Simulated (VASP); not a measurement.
A VASP calculation is set up with these files.

File POSCAR:
```
PbI2
1
    4.5998302362     0.0000000000    -0.0000000000
   -2.2999151180     3.9835700005    -0.0000000000
    0.0000000000    -0.0000000000     7.0520748869
Pb I
1 2
Direct
  0.0000000000   1.0000000000   0.0000000000
  0.3333330000   0.6666670000   0.2689324419
  0.6666670000   0.3333330000   0.7310675581
```

### KPOINTS
```
Automatic mesh
0
Gamma
 5 5 3
0 0 0
```

INCAR:
```
AGGAC  =  0.0
ALGO  =  Normal
EDIFF  =  1E-6
EDIFFG  =  -0.02
ENCUT  =  480
GGA  =  BO
IBRION  =  2
ISIF  =  3
ISMEAR  =  0
LASPH  =  .True.
LCHARG  =  .False.
LMAXMIX  =  4
LREAL  =  .False.
LUSE_VDW  =  .True.
LWAVE  =  .False.
NELM  =  100
NSW  =  60
PARAM1  =  0.1833333333
PARAM2  =  0.22
PREC  =  Accurate
SIGMA  =  0.05
SYSTEM  =  PbI2
```

POTCAR, in this order: Pb_d I (PBE.64 set). Program: vasp_std.

Problem. Write an equivalent input for Quantum ESPRESSO's pw.x.

Solution. One equivalent input (not run):
```
&CONTROL
  calculation = 'vc-relax'
  pseudo_dir = './pseudo'
  outdir = './out'
  tprnfor = .true.
  tstress = .true.
  nstep = 60
  forc_conv_thr = 0.00078
/
&SYSTEM
  ibrav = 0
  nat = 3
  ntyp = 2
  ecutwfc = 70
  occupations = 'smearing'
  smearing = 'gaussian'
  degauss = 0.003675
  input_dft = 'vdw-df-obk8'
/
&ELECTRONS
  conv_thr = 7.3e-08
  electron_maxstep = 100
/
&IONS
/
&CELL
/
ATOMIC_SPECIES
  Pb 207.200 Pb.upf
  I 126.904 I.upf
CELL_PARAMETERS angstrom
     4.5998302    0.0000000   -0.0000000
    -2.2999151    3.9835700   -0.0000000
     0.0000000   -0.0000000    7.0520749
ATOMIC_POSITIONS crystal
  Pb   0.0000000  1.0000000  0.0000000
  I    0.3333330  0.6666670  0.2689324
  I    0.6666670  0.3333330  0.7310676
K_POINTS automatic
  5 5 3 0 0 0
```
What does not carry over: the potentials are each code's own (VASP's PAW set, PseudoDojo norm-conserving files in pw.x), so ENCUT and ecutwfc are chosen apart and not converted; conv_thr bounds pw.x's estimated SCF error, while EDIFF bounds the energy change between steps; forc_conv_thr acts on force components and is met together with etot_conv_thr.

The compound is PbI2 in the 1T layered structure. It was relaxed first. The start is the result of an earlier pass.
